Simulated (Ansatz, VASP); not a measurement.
# SnSe in two plane-wave programs, part 2 of 2

One calculation is typed for both programs; each brings its own data sets. How far apart do they land? The cell is taken from a series of runs on this material, whose earlier steps may have relaxed, scaled, displaced or heated it; both programs get it as it stands.

VASP 6.6.1 and Ansatz 0.2.0.

So far. Step 2 (VASP: single point, PBE, spin-orbit coupling): The run ends at a pressure of 2.15 GPa, with forces up to 0.024 eV/Å.

## Step 3: Ansatz: single point, PBE, spin-orbit coupling

Level of this step: Ansatz beside VASP: Kohn-Sham DFT, plane waves, PBE, spin-orbit coupling (Ansatz).

Ansatz runs on its fully relativistic PAW (standard-fr) files.

The same cell, functional, mesh and smearing now go to Ansatz, which takes its cutoff from its data sets.

Input file input.yaml:

```yaml
crystal:
  lattice:
    - [11.5022, 0.0, 0.0]
    - [0.0, 4.154, 0.0]
    - [0.0, 0.0, 4.4445]
  atoms:
    - { symbol: Sn, position: [0.6180906623, 0.75, 0.397535038] }
    - { symbol: Sn, position: [0.8819093377, 0.25, 0.897535038] }
    - { symbol: Sn, position: [0.3819093377, 0.25, 0.602464962] }
    - { symbol: Sn, position: [0.1180906623, 0.75, 0.102464962] }
    - { symbol: Se, position: [0.1433532693, 0.25, 0.5232051378] }
    - { symbol: Se, position: [0.6433532693, 0.25, 0.9767948622] }
    - { symbol: Se, position: [0.3566467307, 0.75, 0.0232051378] }
    - { symbol: Se, position: [0.8566467307, 0.75, 0.4767948622] }
kpoints:
  mp_grid: { grid: [2, 6, 6] }
  band_path:
    path:
      - [0.0, 0.0, 0.0]
      - [0.5, 0.0, 0.0]
      - [0.5, 0.5, 0.0]
      - [0.0, 0.5, 0.0]
      - [0.0, 0.0, 0.5]
      - [0.5, 0.0, 0.5]
      - [0.5, 0.5, 0.5]
      - [0.0, 0.5, 0.5]
      - [0.0, 0.0, 0.35]
      - [0.0, 0.3333333333, 0.0]
    npoints: 1
hamiltonian:
  xc: pbe
scf:
  occupations: { method: fermi_dirac, width: 0.02 }
  n_extra_bands: 12
magnetization:
  noncollinear: true
  spin_orbit: true
output:
  eigenvalues: true
  forces: true
  stress: true
```

The run is started by

```bash
ansatz run input.yaml --threads 3 --pin off --max-ram 92160MiB --backend cuda --events-out ev --progress --plain --runs-dir out --devices 1 --max-vram 13GiB
```

Numbers of over 12 decimals in the logs are rounded to 6 here.

What it wrote:

```text
scf.n_extra_bands = 12 over 120 filled bands (N_el = 120.0): the run solves 132 bands
GPUs: using 1 of 1 available (devices: 1).
Engine: ansatz 0.2.0, x86_64-unknown-linux-gnu
Pseudopotentials: kind: paw_fr
Pseudopotential: Sn, paw_fr, valence charge 14, recommended cutoff 420 eV (normal), Sn.paw.azcp#standard-fr
Pseudopotential: Se, paw_fr, valence charge 16, recommended cutoff 420 eV (normal), Se.paw.azcp#standard-fr
Functional definition: PBE
  parameter kappa = 0.804
  parameter beta = 0.066725
  exchange = pbe_x(kappa = kappa, mu = beta*pi^2/3)
  correlation = pbe_c(beta = beta)
non-collinear run that drives no moment, with spin-orbit: no starting moment large enough to seed its density (crystal.atoms[].spin), no starting occupations that ask for one, no magnetisation constraint and no magnetic field, so the semilocal B_xc is pinned to zero
device memory: the entry about to start is reckoned to put 7.7 GiB on a device that reports 49.1 GiB free (of which the cap on the GPU budget leaves the run 13.0 GiB)
GPU FFT provider: cuFFT
GPU libraries: cuBLAS 13.8.2, cuFFT 12.4.0, cuSOLVER 12.3.4
Crystal: 8 atoms, lattice volume = 212.359 Å³
Basis set: ecut = 420 eV, 4145 PW (Γ), exchange–correlation on 160×60×60 points (8 copies of the dense FFT grid, shifted against one another)
Bands: 132, of which v1, the nominal top of the filled ones, is band 120 counted from 1 (119 counted from 0)
Symmetry: 8 space group operations + 8 with time reversal
Magnetic group: BNS 62.442 (UNI 540), of the structure as read, at distance tolerance 6.0e-5 Å
k-points: 32 of 72
Projection manifold: j_resolved (fully-relativistic pseudo-atomic orbitals)
Non-local potential: Sn, projectors of the file, l = 0: 2, l = 1: 4, l = 2: 4, l = 3: 4
Non-local potential: Se, projectors of the file, l = 0: 2, l = 1: 4, l = 2: 6, l = 3: 2
PAW form: soft (Blöchl's): semilocal exchange-correlation on the pseudo side does not see the compensation charge
PAW one-centre angular grid: Sn, 590 points (default); XC on 64 Gauss nodes
PAW one-centre angular grid: Se, 590 points (default); XC on 96 Gauss nodes
Initial density: superposition of atomic densities (chi_scale 0.1, normalization cell, long waves kept (reshape's long-wave potential 0.02 eV rms))
Initial wavefunctions: pseudopotential atomic-orbital guess
GPU buffer pool allocated for 72000 grid points (all kernels)
GPU transforms: local potential and band sums: pruned to the plane-wave sphere, on 80×27×30
Functional: x = pbe(κ = 0.804, μ = 0.219515), c = pbe(β = 0.066725)
SCF iter   1: F=—  HF=-45986.513418 eV  |F-HF|=—  |Δ(HF+E_count)|=         —  Δρ=2.89e-2  dr2=2.45e0  dr2_m=0.00e0 (ungated)  ethr=3.10e-3  |M|=0.00e0 ∫|m|=0.00e0 μB  |m|>n=0.0e0 m-floor=0.0e0 τ_xc=0.0e0  β_m=0.30  ⟨swp⟩=6.5  Hψ=9039  notcnv=0  defer=2
preconditioner: auto → Resta (q_TF=auto, 2.481 Å⁻¹)  ε∞=5.5  [insulator: Δε(μ)=0.239 eV  Ē_g=7.557 eV  σ=0.020 eV  W_gap=0.99  n_scr=56 (ndim 8)  ℏωp=16.1 eV  f_vac=0.000  D(μ)=0.01/eV (n_scr^D=0)  ε∞_Penn≈5.5]
spin=Noncollinear: Resta preconditioning applied to the charge; magnetization (m_x, m_y, m_z) channels mix plain (no charge-response kernel on spin).
SCF iter   2: F=—  HF=-45986.058797 eV  |F-HF|=—  |Δ(HF+E_count)|=   4.55e-1  Δρ=1.98e-2  dr2=1.01e0  dr2_m=0.00e0 (ungated)  ethr=2.04e-3  |M|=0.00e0 ∫|m|=0.00e0 μB  |m|>n=0.0e0 m-floor=0.0e0 τ_xc=0.0e0  β_m=0.56  ⟨swp⟩=2.0  Hψ=2663  notcnv=0  defer=176
SCF iter   3: F=—  HF=-45985.764797 eV  |F-HF|=—  |Δ(HF+E_count)|=   2.94e-1  Δρ=5.32e-3  dr2=4.88e-2  dr2_m=0.00e0 (ungated)  ethr=8.41e-4  |M|=0.00e0 ∫|m|=0.00e0 μB  |m|>n=0.0e0 m-floor=0.0e0 τ_xc=0.0e0  β_m=0.67  ⟨swp⟩=3.6  Hψ=3282  notcnv=0  defer=176
SCF iter   4: F=—  HF=-45985.759127 eV  |F-HF|=—  |Δ(HF+E_count)|=   5.67e-3  Δρ=1.28e-3  dr2=4.68e-3  dr2_m=0.00e0 (ungated)  ethr=4.07e-5  |M|=0.00e0 ∫|m|=0.00e0 μB  |m|>n=0.0e0 m-floor=0.0e0 τ_xc=0.0e0  β_m=0.72  ⟨swp⟩=3.0  Hψ=4121  notcnv=0  defer=182
SCF iter   5: F=—  HF=-45985.760429 eV  |F-HF|=—  |Δ(HF+E_count)|=   1.30e-3  Δρ=4.50e-4  dr2=4.38e-4  dr2_m=0.00e0 (ungated)  ethr=3.90e-6  |M|=0.00e0 ∫|m|=0.00e0 μB  |m|>n=0.0e0 m-floor=0.0e0 τ_xc=0.0e0  β_m=0.86  ⟨swp⟩=2.0  Hψ=2662  notcnv=0  defer=182
SCF iter   6: F=—  HF=-45985.760002 eV  |F-HF|=—  |Δ(HF+E_count)|=   4.27e-4  Δρ=1.20e-4  dr2=3.79e-5  dr2_m=0.00e0 (ungated)  ethr=3.65e-7  |M|=0.00e0 ∫|m|=0.00e0 μB  |m|>n=0.0e0 m-floor=0.0e0 τ_xc=0.0e0  β_m=0.90  ⟨swp⟩=2.0  Hψ=3925  notcnv=0  defer=182
SCF iter   7: F=—  HF=-45985.760287 eV  |F-HF|=—  |Δ(HF+E_count)|=   2.85e-4  Δρ=2.71e-5  dr2=1.68e-6  dr2_m=0.00e0 (ungated)  ethr=3.16e-8  |M|=0.00e0 ∫|m|=0.00e0 μB  |m|>n=0.0e0 m-floor=0.0e0 τ_xc=0.0e0  β_m=0.95  ⟨swp⟩=2.0  Hψ=4008  notcnv=0  defer=182
SCF iter   8: F=—  HF=-45985.760289 eV  |F-HF|=—  |Δ(HF+E_count)|=   2.33e-6  Δρ=7.60e-6  dr2=1.01e-7  dr2_m=0.00e0 (ungated)  ethr=8.33e-11  |M|=0.00e0 ∫|m|=0.00e0 μB  |m|>n=0.0e0 m-floor=0.0e0 τ_xc=0.0e0  β_m=0.96  ⟨swp⟩=9.8  Hψ=12486  notcnv=0
SCF iter   9: F=-45985.760289 eV  HF=-45985.760289 eV  |F-HF|=2.49e-9  |Δ(HF+E_count)|=   6.09e-8  Δρ=2.10e-6  dr2=1.07e-8  dr2_m=0.00e0 (ungated)  ethr=8.33e-11  |M|=0.00e0 ∫|m|=0.00e0 μB  |m|>n=0.0e0 m-floor=0.0e0 τ_xc=0.0e0  ⟨swp⟩=4.6  Hψ=6768  notcnv=0
SCF 1 converged in 9 iterations: F = -45985.760289 eV  dr2 = 1.07e-8
  greatest PAW one-centre occupation: 0.999 electrons in one spin orbital (limit 2), on the Se atom at site 6 (counted from 0), in its partial waves of l = 2
device memory: the entry about to start is reckoned to put 4.7 GiB on a device that reports 48.0 GiB free (of which the cap on the GPU budget leaves the run 13.0 GiB)
NSCF: frozen V_eff on 10 k-points
SCF converged after 9 iterations
Magnetization: |M| = 0.0000 μB,  M = (+0.0000, +0.0000, +0.0000) μB
Absolute magnetization: 0.0000 μB (∫|m|)
  site 0: m = (+0.0000, +0.0000, +0.0000) μB, |m| = 0.0000 μB  (R = 1.14 Å)
  site 1: m = (+0.0000, +0.0000, +0.0000) μB, |m| = 0.0000 μB  (R = 1.14 Å)
  site 2: m = (+0.0000, +0.0000, +0.0000) μB, |m| = 0.0000 μB  (R = 1.14 Å)
  site 3: m = (+0.0000, +0.0000, +0.0000) μB, |m| = 0.0000 μB  (R = 1.14 Å)
  site 4: m = (+0.0000, +0.0000, +0.0000) μB, |m| = 0.0000 μB  (R = 1.14 Å)
  site 5: m = (+0.0000, +0.0000, +0.0000) μB, |m| = 0.0000 μB  (R = 1.14 Å)
  site 6: m = (+0.0000, +0.0000, +0.0000) μB, |m| = 0.0000 μB  (R = 1.14 Å)
  site 7: m = (+0.0000, +0.0000, +0.0000) μB, |m| = 0.0000 μB  (R = 1.14 Å)
Free energy (F): -45985.760289 eV
Harris-Foulkes:  -45985.760289 eV  (|F-HF|=2.49e-9)
Internal energy: -45985.760289 eV  (E = F + TS)
E sigma→0 (E₀):  -45985.760289 eV
Entropy (-TS):   -0.000001 eV (-0.000 meV/atom)
Fermi energy:    9.360411 eV
--- Per-component energies (eV) ---
  E_band       = -1869.089630
  E_kinetic    = 1217.694436
  E_local      = -13187.069274  (includes V_loc(G=0)·N_el)
  E_nonlocal   = -2512.147351
  E_hartree    = 6960.733919
  E_xc         = -1951.450278
  E_vxc        = -780.206585  (∫ρ·V_xc dr)
  E_paw        = -24190.243894  (= ΣΔE_a)
  E_vpaw       = -528.830745  (= ΣTr[D̂ρ^β])
  E_aug_tail   = -0.002344  (compensation charges beyond the density's cutoff)
  E_ewald      = -12323.275503
  E_smearing   = -0.000001  (= −TS)
  E_closure    = 0.000000  (closes the sum)
  Σ components = -45985.760289   (vs F -45985.760289, Δ=0.00e0)
--- Forces (eV/Å), atoms counted from 1 ---
  atom   1  Sn    -0.00704369     0.00000000    -0.00387069
  atom   2  Sn     0.00704369     0.00000000    -0.00387069
  atom   3  Sn     0.00704369    -0.00000000     0.00387069
  atom   4  Sn    -0.00704369    -0.00000000     0.00387069
  atom   5  Se    -0.00829805     0.00000000    -0.01437035
  atom   6  Se    -0.00829805    -0.00000000     0.01437035
  atom   7  Se     0.00829805     0.00000000    -0.01437035
  atom   8  Se     0.00829805    -0.00000000     0.01437035
  max |Σ_I F_I| component: 3.47e-18 eV/Å
--- Stress (GPa, compression-positive) ---
        2.266513      -0.000000       0.000000
       -0.000000       2.106699      -0.000000
        0.000000      -0.000000       1.839295
  P = ⅓ Tr σ = 2.0708 GPa (20.708 kbar)
--- Band table (eV; the first three rows and the last of 32) ---
  k-point 0: bands = [... 116 lower, 8.3690, 8.3690, 8.5899, 8.5899, 9.7217, 9.7217, 11.9553, 11.9553, ... 8 higher]
  k-point 1: bands = [... 116 lower, 8.3533, 8.3533, 8.6294, 8.6294, 9.7839, 9.7839, 11.1149, 11.1149, ... 8 higher]
  k-point 2: bands = [... 116 lower, 8.6228, 8.6228, 9.1473, 9.1473, 9.9439, 9.9439, 10.3587, 10.3587, ... 8 higher]
  k-point 31: bands = [... 116 lower, 7.5696, 7.5696, 7.5696, 7.5696, 11.4862, 11.4862, 11.4862, 11.4862, ... 8 higher]
```

## Step 4: Comparison

Known differences besides the potentials themselves: spin-orbit coupling enters by fully relativistic files in Ansatz and inside the spheres in VASP; the data sets hold 120 valence electrons in Ansatz (on its fully relativistic PAW (standard-fr) files) and 80 in VASP; the cutoff is 420 eV in Ansatz and 500 eV in VASP. Total energies have different zeros and are not compared.

Both answers:

```
              quantity  Ansatz   VASP  difference
        pressure (GPa)    2.07   2.15       -0.08
gap on the k mesh (eV)   0.426  0.423      +0.003
```

The largest component of a force difference here is 15 meV/Å. A gap on the mesh is an upper bound, since the band edges may lie between its points.

## Step 5: Outcome

```json
{"difference in gap on the k mesh (single point, PBE, spin-orbit coupling)": "0.0028 eV", "r.m.s. force difference (single point, PBE, spin-orbit coupling)": "10 meV/Å"}
```

The r.m.s. force difference is 10 meV/Å (single point, PBE, spin-orbit coupling), within the 12 meV/Å picked in this series as the mark of a large difference. The data sets hold unlike numbers of valence electrons (120 in Ansatz and 80 in VASP), so part of the differences may come from the potentials. How closely two codes agree says nothing of how well the functional describes the real material.

[Lines on the potential files, build, host, timing and source positions are cut from VASP's logs without a mark.]

[Logs are printed without paths, hosts, clocks, repeated set-up lines and the standing remarks that a program may print on its own settings, such as how far it seeks lower states.]

[Hosts, paths, dates, database ids (printed as entryN), source tags and the programs' standing remarks are cut or masked in the printed files.]
